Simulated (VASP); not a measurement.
Given:

```
V
1.0
   -1.49145     1.49145     1.49145
    1.49145    -1.49145     1.49145
    1.49145     1.49145    -1.49145
V
1
Cartesian
  0.00000   0.00000   0.00000
```

Computed with optB88-vdW, VASP's PBE PAW potentials (set 64) (plane waves; VASP). Settings: 520 eV cut-off, 15×15×15 Γ-centred mesh, first-order Methfessel-Paxton smearing of 0.10 eV, potentials V_sv.

Question: What does the run give for the energy per atom (σ→0), band gap (on the k-mesh) with the smallest direct gap where there is one?

Answer: 
```yaml
band gap (on the k-mesh): none (metal, semimetal or under 0.01 eV)
energy per atom (σ→0): -5.759 eV/atom
```

The compound is V in the bcc structure. It was relaxed first. The start is the result of an earlier pass. The run is not spin-polarised, so no magnetic state was tried.
